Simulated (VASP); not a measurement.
VASP input:

**KPOINTS**
```
Automatic mesh
0
Gamma
5 5 5
0 0 0
```

POSCAR:
```
Al2CdS4
1.0
 -2.7414482001   2.7414482066   5.1350095712
  2.7414482001  -2.7414482066   5.1350095712
  2.7414482066   2.7414482001  -5.1350095712
Al Cd S
2 1 4
direct
  0.5000000000   0.5000000000   0.0000000000
  0.2500000000   0.7500000000   0.5000000000
  0.0000000000   0.0000000000   0.0000000000
  0.4055913550   0.8648269745   0.9981381449
  0.8666888296   0.4074532100   0.0018618551
  0.1351730255   0.1333111704   0.5407643805
  0.5925467900   0.5944086450   0.4592356195
```

INCAR:
```
ALGO=Normal
EDIFF=1E-6
EDIFFG=-0.02
ENCUT=400
GGA=PS
IBRION=2
ISIF=3
ISMEAR=0
LASPH=.True.
LCHARG=.False.
LMAXMIX=4
LREAL=.False.
LWAVE=.False.
NELM=100
NSW=60
PREC=Accurate
SIGMA=0.05
SYSTEM=Al2CdS4
```

POTCAR, in this order: Al Cd S (PBE.64 set). Program: vasp_std.

**Question.** Translate this PBEsol calculation to Quantum ESPRESSO's pw.x.

**Answer.** One equivalent input (not run):
```
&CONTROL
  calculation = 'vc-relax'
  pseudo_dir = './pseudo'
  outdir = './out'
  tprnfor = .true.
  tstress = .true.
  nstep = 60
  forc_conv_thr = 0.00078
/
&SYSTEM
  ibrav = 0
  nat = 7
  ntyp = 3
  ecutwfc = 102
  occupations = 'smearing'
  smearing = 'gaussian'
  degauss = 0.003675
  input_dft = 'pbesol'
/
&ELECTRONS
  conv_thr = 7.3e-08
  electron_maxstep = 100
/
&IONS
/
&CELL
/
ATOMIC_SPECIES
  Al 26.982 Al.upf
  Cd 112.414 Cd.upf
  S 32.060 S.upf
CELL_PARAMETERS angstrom
    -2.7414482    2.7414482    5.1350096
     2.7414482   -2.7414482    5.1350096
     2.7414482    2.7414482   -5.1350096
ATOMIC_POSITIONS crystal
  Al   0.5000000  0.5000000  0.0000000
  Al   0.2500000  0.7500000  0.5000000
  Cd   0.0000000  0.0000000  0.0000000
  S    0.4055914  0.8648270  0.9981381
  S    0.8666888  0.4074532  0.0018619
  S    0.1351730  0.1333112  0.5407644
  S    0.5925468  0.5944086  0.4592356
K_POINTS automatic
  5 5 5 0 0 0
```
The two are equivalent in intent, not identical: the potentials are each code's own (VASP's PAW set, PseudoDojo norm-conserving files in pw.x), so ENCUT and ecutwfc are chosen apart and not converted; conv_thr bounds pw.x's estimated SCF error, while EDIFF bounds the energy change between steps; forc_conv_thr acts on force components and is met together with etot_conv_thr.

The compound is Al2CdS4 in the sg82 structure. This run relaxes it. Symmetry was kept, so distortions that lower it aren't found. The start is the result of an earlier pass.
